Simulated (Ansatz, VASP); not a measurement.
# SiC (Moissanite 3C): VASP beside Ansatz, part 2 of 2

Wanted: the spread between two codes on one cell, functional and k mesh. The structure shown comes from an earlier Ansatz run, which isn't shown and may have moved the atoms alone.

VASP 6.6.1 and Ansatz 0.2.0.

So far: Starting point; Ansatz: elastic constants, PBE.

## Step 3: VASP: elastic constants, PBE

Level of this step: PBE; plane waves and PAW (Si, C) (VASP).

The same cell, functional and mesh now go to VASP, with its own data sets.

Lines of VASP's logs that name or quote its potential files are left out, and so is its time.

Input file INCAR:

```
SYSTEM = SiC
PREC = Accurate
ENCUT = 600
EDIFF = 1E-08
NELM = 120
ISMEAR = 0
SIGMA = 0.01
LREAL = .FALSE.
ALGO = Normal
GGA = PE
NBANDS = 10
LORBIT = 11
LWAVE = .FALSE.
LCHARG = .FALSE.
ISIF = 3
IBRION = 6
NFREE = 2
POTIM = 0.015
NSW = 1
LASPH = .TRUE.
GGA_COMPAT = .FALSE.
EFERMI = MIDGAP
```

Input file POSCAR:

```
SiC
1.0
    0.0000000000      2.1898563750      2.1898563750
    2.1898563750      0.0000000000      2.1898563750
    2.1898563750      2.1898563750      0.0000000000
Si C
1 1
Direct
    0.0000000000      0.0000000000      0.0000000000
    0.2500000000      0.2500000000      0.2500000000
```

Input file KPOINTS:

```
Automatic mesh
0
Gamma
10 10 10
0 0 0
```

PAW data sets: Si and C (PBE family, release 64).

Command:

```console
$ mpirun -np 1 vasp_std
```

Numbers of over 12 decimals in the logs are rounded to 6 here.

The log of the run:

```text
[banner, memory and clock lines left out]
running    1 mpi-ranks, on    1 nodes
 distrk:  each k-point on    1 cores,    1 groups
 distr:  one band on    1 cores,    1 groups

 POSCAR found type information on POSCAR SiC
 POSCAR found :  2 types and       2 ions
 LDA part: xc-table for (Slater+PW92), standard interpolation
 POSCAR, INCAR and KPOINTS ok, starting setup
 FFT: planning ... GRIDC
 FFT: planning ... GRID_SOFT
 FFT: planning ... GRID
 WAVECAR not read
 entering main loop
       N       E                     dE             d eps       ncg     rms          rms(c)
DAV:   1     0.568402981944E+01    0.56840E+01   -0.43498E+03   980   0.762E+02
DAV:   2    -0.161762282394E+02   -0.21860E+02   -0.20512E+02  1200   0.116E+02
DAV:   3    -0.168723773542E+02   -0.69615E+00   -0.69513E+00  1144   0.187E+01
DAV:   4    -0.168752909629E+02   -0.29136E-02   -0.29134E-02  1088   0.145E+00
DAV:   5    -0.168753056401E+02   -0.14677E-04   -0.14677E-04  1106   0.966E-02    0.865E+00
DAV:   6    -0.151156335918E+02    0.17597E+01   -0.67274E+00   980   0.124E+01    0.380E+00
DAV:   7    -0.150695379333E+02    0.46096E-01   -0.35482E-01  1120   0.371E+00    0.175E+00
DAV:   8    -0.150619362104E+02    0.76017E-02   -0.20366E-02   970   0.103E+00    0.164E-01
DAV:   9    -0.150620758025E+02   -0.13959E-03   -0.14896E-03  1222   0.235E-01    0.112E-01
DAV:  10    -0.150621857236E+02   -0.10992E-03   -0.21807E-04  1024   0.983E-02    0.244E-02
DAV:  11    -0.150621879076E+02   -0.21841E-05   -0.39715E-05  1060   0.349E-02    0.599E-03
DAV:  12    -0.150621883232E+02   -0.41554E-06   -0.15848E-06  1006   0.857E-03    0.988E-04
DAV:  13    -0.150621883629E+02   -0.39691E-07   -0.78451E-08  1040   0.216E-03    0.106E-03
DAV:  14    -0.150621883473E+02    0.15546E-07   -0.62993E-09   696   0.574E-04    0.350E-04
DAV:  15    -0.150621883494E+02   -0.20780E-08   -0.70699E-10   490   0.204E-04
   1 F= -.15062188E+02 E0= -.15062188E+02  d E =0.000000E+00
[... from here on, the cycles between the ionic steps are left out ...]
   2 F= -.15056213E+02 E0= -.15056213E+02  d E =0.000000E+00
   3 F= -.15056890E+02 E0= -.15056890E+02  d E =0.000000E+00
   8 F= -.15058300E+02 E0= -.15058300E+02  d E =0.000000E+00
   9 F= -.15058300E+02 E0= -.15058300E+02  d E =0.000000E+00
  10 F= -.15058300E+02 E0= -.15058300E+02  d E =0.000000E+00
  11 F= -.15058300E+02 E0= -.15058300E+02  d E =0.000000E+00
  12 F= -.15058300E+02 E0= -.15058300E+02  d E =0.000000E+00
  13 F= -.15058300E+02 E0= -.15058300E+02  d E =0.000000E+00
  14 F= -.15060100E+02 E0= -.15060100E+02  d E =0.000000E+00
  15 F= -.15060100E+02 E0= -.15060100E+02  d E =0.000000E+00
  16 F= -.15060100E+02 E0= -.15060100E+02  d E =0.000000E+00
 Finite differences progress:
  Degree of freedom:   8/  8
  Displacement:        1/  2
  Total:              15/ 16
 bond charge predicted
       N       E                     dE             d eps       ncg     rms          rms(c)
DAV:   1    -0.150624792422E+02   -0.23795E-02   -0.14213E+00  3442   0.850E+00    0.322E-01
DAV:   2    -0.150607967068E+02    0.16825E-02   -0.11045E-02  3868   0.834E-01    0.140E-01
DAV:   3    -0.150600854382E+02    0.71127E-03   -0.25966E-03  3950   0.340E-01    0.274E-02
DAV:   4    -0.150600998046E+02   -0.14366E-04   -0.14776E-04  3810   0.982E-02    0.178E-02
DAV:   5    -0.150600997035E+02    0.10115E-06   -0.30142E-06  3926   0.143E-02    0.264E-03
DAV:   6    -0.150600997475E+02   -0.44013E-07   -0.15404E-07  3866   0.310E-03    0.828E-04
DAV:   7    -0.150600997473E+02    0.19031E-09   -0.96855E-09  2438   0.763E-04
  17 F= -.15060100E+02 E0= -.15060100E+02  d E =0.000000E+00
 Finite differences progress:
  Degree of freedom:   8/  8
  Displacement:        2/  2
  Total:              16/ 16
```

OUTCAR, selected parts (step 3):

```text
ion  position               nearest neighbor table
   1  0.000  0.000  0.000-   2 1.90   2 1.90   2 1.90   2 1.90
   2  0.250  0.250  0.250-   1 1.90   1 1.90   1 1.90   1 1.90

  LATTYP: Found a face centered cubic cell.
 ALAT       =     4.3797127500

 Subroutine GETGRP returns: Found 24 space group operations
 (whereof 24 operations were pure point group operations)

The static configuration has the point symmetry T_d .

 Found     47 irreducible k-points:

   k-points           NKPTS =     47   k-points in BZ     NKDIM =     47   number of bands    NBANDS=     10

   dimension x,y,z NGX =    28 NGY =   28 NGZ =   28
   dimension x,y,z NGXF=    56 NGYF=   56 NGZF=   56

   ENCUT  =  600.0 eV  44.10 Ry    6.64 a.u.   6.19  6.19  6.19*2*pi/ulx,y,z

   NELECT =       8.0000    total number of electrons

 k-points in reciprocal lattice and weights: Automatic mesh
   0.00000000  0.00000000  0.00000000       0.001
   0.10000000  0.00000000  0.00000000       0.008
   0.20000000  0.00000000  0.00000000       0.008
   0.30000000  0.00000000  0.00000000       0.008
   0.40000000  0.00000000  0.00000000       0.008
   0.50000000  0.00000000  0.00000000       0.004
   0.10000000  0.10000000  0.00000000       0.006
   0.20000000  0.10000000  0.00000000       0.024
   0.30000000  0.10000000  0.00000000       0.024
[...]
-0.30000000  0.40000000  0.20000000       0.024
  -0.30000000  0.50000000  0.20000000       0.012

 average (electrostatic) potential at core
       1 -80.5797       2 -44.9971

 E-fermi :   8.6603

 k-point     1 :       0.0000    0.0000    0.0000
  band No.  band energies     occupation
      1      -7.3469      2.00000
      2       7.8678      2.00000
      3       7.9402      2.00000
      4       8.0103      2.00000
      5      13.9977      0.00000
      6      15.1148      0.00000
      7      15.1447      0.00000
      8      15.1767      0.00000
      9      22.3598      0.00000
    ...

 k-point     2 :       0.1000    0.0000    0.0000
  band No.  band energies     occupation
      1      -7.1537      2.00000
      2       6.8930      2.00000
      3       7.7831      2.00000
      4       7.8751      2.00000
      5      14.2767      0.00000
      6      15.3559      0.00000
      7      15.3793      0.00000
      8      15.4415      0.00000
      9      21.4110      0.00000
    ...

 k-point     3 :       0.2000    0.0000    0.0000
  band No.  band energies     occupation
      1      -6.5826      2.00000
      2       4.7988      2.00000
      3       7.4742      2.00000
      4       7.5658      2.00000
      5      14.0120      0.00000
      6      15.7150      0.00000
      7      15.7972      0.00000
      8      16.5807      0.00000
      9      20.7293      0.00000
    ...

  Total       -0.0240347     -0.0190151     -0.0190151      0.0000000      0.1133044      0.0000000
  in kB       -1.8334674     -1.4505518     -1.4505518      0.0000000      8.6433194      0.0000000
  external PRESSURE =      -1.5781903 kB  Pullay stress =       0.0000000 kB

  energy-cutoff  :      600.00
  volume of cell :       21.00
      direct lattice vectors                 reciprocal lattice vectors
     0.000000000  2.189856375  2.189856375    -0.228325476  0.228325476  0.228325476
     2.189856375  0.000000000  2.189856375     0.228325476 -0.228325476  0.228325476
     2.189856375  2.189856375  0.000000000     0.228325476  0.228325476 -0.228325476

 POSITION                                       TOTAL-FORCE (eV/Angst)
 -----------------------------------------------------------------------------------
      0.00000      0.00000      0.00000        -0.278448      0.000000      0.000000
      1.07993      1.09493      1.09493         0.278448      0.000000      0.000000
 -----------------------------------------------------------------------------------
    total drift:                                0.000023      0.000000      0.000000

  FREE ENERGIE OF THE ION-ELECTRON SYSTEM (eV)
  ---------------------------------------------------
  free  energy   TOTEN  =       -15.0600997473 eV

  energy  without entropy=      -15.0600997473  energy(sigma->0) =      -15.06009975

  SYMMETRIZED ELASTIC MODULI (kBar)
 Direction    XX          YY          ZZ          XY          YZ          ZX
 --------------------------------------------------------------------------------
 XX        3823.1407   1261.4304   1261.4304     -0.0000      0.0000      0.0000
 YY        1261.4304   3823.1407   1261.4304      0.0000     -0.0000      0.0000
 ZZ        1261.4304   1261.4304   3823.1407      0.0000      0.0000      0.0000
 XY          -0.0000      0.0000      0.0000   2637.3509      0.0000      0.0000
 YZ           0.0000     -0.0000      0.0000      0.0000   2637.3509      0.0000
 ZX           0.0000      0.0000      0.0000      0.0000      0.0000   2637.3509
 --------------------------------------------------------------------------------

 Eigenvectors and eigenvalues of the dynamical matrix
 ----------------------------------------------------

   1 f  =   23.222003 THz   145.908145 2PiTHz  774.602626 cm-1    96.038442 meV
             X         Y         Z           dx          dy          dz
      0.000000  0.000000  0.000000     0.000000    0.547326   -0.000000
      1.094928  1.094928  1.094928    -0.000000   -0.836920    0.000000

   2 f  =   23.222003 THz   145.908145 2PiTHz  774.602626 cm-1    96.038442 meV
             X         Y         Z           dx          dy          dz
      0.000000  0.000000  0.000000     0.000000    0.000000   -0.547326
      1.094928  1.094928  1.094928     0.000000    0.000000    0.836920

   3 f  =   23.222003 THz   145.908145 2PiTHz  774.602626 cm-1    96.038442 meV
             X         Y         Z           dx          dy          dz
      0.000000  0.000000  0.000000    -0.547326    0.000000    0.000000
      1.094928  1.094928  1.094928     0.836920   -0.000000    0.000000

   4 f/i=    0.000241 THz     0.001514 2PiTHz    0.008036 cm-1     0.000996 meV
             X         Y         Z           dx          dy          dz
      0.000000  0.000000  0.000000     0.836900    0.002028   -0.005405
      1.094928  1.094928  1.094928     0.547313    0.001326   -0.003535

   5 f/i=    0.000241 THz     0.001514 2PiTHz    0.008036 cm-1     0.000996 meV
             X         Y         Z           dx          dy          dz
      0.000000  0.000000  0.000000     0.005421   -0.545295    0.634869
      1.094928  1.094928  1.094928     0.003546   -0.356610    0.415189

   6 f/i=    0.000241 THz     0.001514 2PiTHz    0.008036 cm-1     0.000996 meV
             X         Y         Z           dx          dy          dz
      0.000000  0.000000  0.000000    -0.001984   -0.634888   -0.545296
      1.094928  1.094928  1.094928    -0.001297   -0.415202   -0.356611

 ELASTIC MODULI CONTR FROM IONIC RELAXATION (kBar)
 Direction    XX          YY          ZZ          XY          YZ          ZX
 --------------------------------------------------------------------------------
 XX          -0.0000     -0.0000     -0.0000     -0.0000     -0.0000      0.0000
 YY          -0.0000     -0.0000     -0.0000     -0.0000     -0.0000      0.0000
 ZZ          -0.0000     -0.0000     -0.0000      0.0000     -0.0000      0.0000
 XY          -0.0000     -0.0000      0.0000   -234.2771      0.0000      0.0000
 YZ          -0.0000     -0.0000     -0.0000      0.0000   -234.2771      0.0000
 ZX           0.0000      0.0000      0.0000      0.0000      0.0000   -234.2771
 --------------------------------------------------------------------------------

 TOTAL ELASTIC MODULI (kBar)
 Direction    XX          YY          ZZ          XY          YZ          ZX
 --------------------------------------------------------------------------------
 XX        3823.1407   1261.4304   1261.4304     -0.0000     -0.0000      0.0000
 YY        1261.4304   3823.1407   1261.4304      0.0000     -0.0000      0.0000
 ZZ        1261.4304   1261.4304   3823.1407      0.0000      0.0000      0.0000
 XY          -0.0000      0.0000      0.0000   2403.0738      0.0000      0.0000
 YZ          -0.0000     -0.0000      0.0000      0.0000   2403.0738      0.0000
 ZX           0.0000      0.0000      0.0000      0.0000      0.0000   2403.0738
 --------------------------------------------------------------------------------

 total charge
# of ion       s       p       d       tot
------------------------------------------
    1        0.707   0.960   0.000   1.667
    2        0.834   1.696   0.000   2.530
--------------------------------------------------
tot          1.542   2.656   0.000   4.197

[... 3 further parts left out ...]
```

CONTCAR:

```
SiC
   1.00000000000000
     0.0000000000000000    2.1898563750000002    2.1898563750000002
     2.1898563750000002    0.0000000000000000    2.1898563750000002
     2.1898563750000002    2.1898563750000002    0.0000000000000000
  Si              C
     1     1
Direct
     0.0000000000000000    0.0000000000000000    0.0000000000000000
     0.2534248821455243    0.2465751178544758    0.2465751178544757
```

Levels, forces or a CONTCAR printed for this step are those of its last displaced cell, not of the structure at rest.

## Step 4: Side by side

Known differences besides the potentials themselves: fixed occupations in Ansatz, narrow Gaussian smearing in VASP; the cutoff is 320 eV in Ansatz and 600 eV in VASP; VASP takes each elastic constant from one size of strain, Ansatz from those that its log lists; Ansatz's log warns that its cutoff lies below the recommended one. Total energies have different zeros and are not compared.

The two programs side by side:

```
 quantity  Ansatz   VASP  difference
C11 (GPa)   385.0  382.3     +0.70 %
C22 (GPa)   385.0  382.3     +0.70 %
C33 (GPa)   385.0  382.3     +0.70 %
C12 (GPa)   128.4  126.1     +1.79 %
C13 (GPa)   128.4  126.1     +1.79 %
C23 (GPa)   128.4  126.1     +1.79 %
C44 (GPa)   239.5  240.3     -0.35 %
C55 (GPa)   239.5  240.3     -0.35 %
C66 (GPa)   239.5  240.3     -0.35 %
```

## Step 5: Summary of results

| Property | Result |
| --- | --- |
| difference in C12 (elastic constants, PBE) | 1.8 % |

**Reading.** The difference in C12 is 1.8 % (elastic constants, PBE), within the 5 % picked in this series as the mark of a large difference. How closely two codes agree says nothing of how well the functional describes the real material.

[Lines on the potential files, build, host, timing and source positions are cut from VASP's logs without a mark.]

[Logs are printed without paths, hosts, clocks, repeated set-up lines and the standing remarks that a program may print on its own settings, such as how far it seeks lower states.]

[Hosts, paths, dates, database ids (printed as entryN), source tags and the programs' standing remarks are cut or masked in the printed files.]
